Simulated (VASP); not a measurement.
An input for Ansatz (written as the equivalent of a VASP run, and not itself run):

Ansatz 0.2 input:
```yaml
crystal:
  lattice:
    - [2.7723330, 0.0000000, 0.0000000]
    - [0.0000000, 2.7723330, 0.0000000]
    - [0.0000000, 0.0000000, 2.7723330]
  atoms:
    - { symbol: Se, position: [0.0000000, 0.0000000, 0.0000000] }
kpoints:
  mp_grid: { grid: [12, 12, 12] }
hamiltonian:
  xc: lda
  pseudopotentials: { kind: paw }
scf:
  occupations: { method: methfessel_paxton, width: 0.1 }
  max_iter: 100
relax:
  max_steps: 60
  f_tol: 0.01
  cell: {}
output: { forces: true, stress: true, eigenvalues: true }
```

Q: Write the VASP files for the same calculation (LDA).

A: Several could match; the one computed here: 
INCAR:
```
ENCUT = 400
LMAXMIX = 4   # l cut-off of mixed one-centre charges
ISIF = 3   # ions, shape and volume
LCHARG = F
ALGO = Normal   # blocked Davidson
IBRION = 2   # conjugate gradients
EDIFF = 1E-6   # SCF stop (eV)
PREC = Accurate
SYSTEM = Se
LWAVE = F
EDIFFG = -0.01   # ionic stop
LREAL = F
LASPH = T   # aspherical one-centre terms
ISMEAR = 1   # Methfessel-Paxton
NSW = 60
NELM = 100
SIGMA = 0.1
```

POSCAR:
```
Se
1.0
  2.7723329933   0.0000000000   0.0000000000
  0.0000000000   2.7723329933   0.0000000000
  0.0000000000   0.0000000000   2.7723329933
Se
1
Cart
  0.0000000000   0.0000000000   0.0000000000
```

File KPOINTS:
```
Automatic mesh
0
Gamma
12 12 12
0 0 0
```

POTCAR, in this order: Se (LDA.64 set). Program: vasp_std.

Limits of the translation: each code has its own PAW files, so the cut-off isn't converted (ENCUT is set for VASP's; basis.ecutwfc is left out, and Ansatz then takes the one that its files recommend); Ansatz stops its SCF on the density residual and VASP on the energy change (EDIFF); Ansatz's lda is the Perdew-Wang form, while the LDA potentials of VASP carry Perdew-Zunger's.

The structure comes from a computed database's Se entry (Pm-3m); how it stands against other phases isn't given here. It was relaxed first. The start is the result of an earlier pass.
